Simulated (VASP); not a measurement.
A convergence study with VASP on As (a7): one setting is varied, all else stays as given below, so the limit is that of these other settings.

```yaml
crystal:
  lattice:
    - [3.68036, -1.88000, 0.00000]
    - [3.68036, 1.88000, 0.00000]
    - [2.72002, 0.00000, 3.11142]
  atoms:
    - { symbol: As, position: [0.22700, 0.22700, 0.22700] }
    - { symbol: As, position: [0.77300, 0.77300, 0.77300] }
```

Method: PBE GGA, VASP's PBE PAW potentials (set 64) (plane waves; VASP). The tightest run used: 550 eV cut-off, 17×17×17 Monkhorst-Pack mesh, first-order Methfessel-Paxton smearing of 0.10 eV, potentials As.

```
setting     E (eV/atom)  pressure (GPa)  largest force (eV/Å)  irreducible k-points
----------  -----------  --------------  --------------------  --------------------
1×1×1 mesh       0.5221           67.79                 3.517                     1
2×2×2 mesh      -4.6760            8.01                 0.270                     2
3×3×3 mesh      -4.7240            4.15                 0.049                     6
4×4×4 mesh      -4.6818            4.16                 0.083                    10
5×5×5 mesh      -4.6850            3.21                 0.108                    19
```

Question: These are the cheaper rows. Estimate the results at 17×17×17 mesh, and how far the last row shown lies from them.

Answer: 
```
quantity              tightest run  last row shown is off by
--------------------  ------------  ------------------------
E (eV/atom)                -4.6595                   -0.0256
pressure (GPa)                3.59                     -0.39
largest force (eV/Å)         0.289                    -0.182
```

Left out are rungs that failed or repeat a setting and relaxations that didn't move; long series are thinned to 24 rows.

The compound is As in the a7 structure. The cell was not relaxed at this level, forces remain on its atoms.
